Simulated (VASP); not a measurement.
The system is Be3CdTe4.

```
CELL_PARAMETERS angstrom
3.37135 1.94645 5.61461
-3.37135 1.94645 5.61461
0.00000 -3.89290 5.61461
ATOMIC_POSITIONS crystal
Be 0.50000 0.50000 0.00000
Be 0.00000 0.50000 0.50000
Be 0.50000 0.00000 0.50000
Cd 0.50000 0.50000 0.50000
Te 0.00000 0.00000 0.00000
Te 0.00000 0.00000 0.50000
Te 0.50000 0.00000 0.00000
Te 0.00000 0.50000 0.00000
```

The cell was built by a generator and needn't be a form met in nature.

* Program: VASP 6.6.1
* Task: relaxation of cell and atoms
* Functional: PBE
* Potentials or basis: VASP PAW PBE potentials, release 64 (Be, Cd, Te)
* Cutoff: 520 eV
* k mesh: 3 × 3 × 3
* Occupations: gaussian, width 0.15 eV
* Spin: no spin polarisation

At the start: pressure -7.1 GPa; volume 27.63 Å³/atom.

Problem. How do energy, volume and symmetry change on relaxing?

Solution. Over 6 steps the energy falls by 152.8 meV/atom and the volume is 22.38 Å³/atom (-19.0 %); space group R-3m (No. 166, to 0.05 Å).

The path:
| step | energy change (eV) | largest force (eV/Å) | pressure (GPa) | volume (Å³) |
| --- | --- | --- | --- | --- |
| 1 | 0.0000 | 0.0000 | -7.06 | 221.06 |
| 2 | -1.1423 | 0.0000 | -1.42 | 184.31 |
| 3 | -1.1685 | 0.0000 | 0.31 | 179.17 |
| 4 | -1.1677 | 0.0000 | -0.09 | 179.96 |
| 5 | -1.2146 | 0.0000 | -0.05 | 179.42 |
| 6 | -1.2226 | 0.0000 | 0.07 | 179.07 |

Final structure:
```
CELL_PARAMETERS angstrom
3.20309 1.84930 5.03853
-3.20309 1.84930 5.03853
0.00000 -3.69861 5.03853
ATOMIC_POSITIONS crystal
Be 0.50000 0.50000 0.00000
Be 0.00000 0.50000 0.50000
Be 0.50000 0.00000 0.50000
Cd 0.50000 0.50000 0.50000
Te 0.00000 0.00000 0.00000
Te 0.00000 0.00000 0.50000
Te 0.50000 0.00000 0.00000
Te 0.00000 0.50000 0.00000
```

Caveat: the k mesh is coarse (spacing up to 0.38 Å⁻¹), so the values aren't converged; the volume moved by over 15 % at a fixed basis, so the end points are rough.
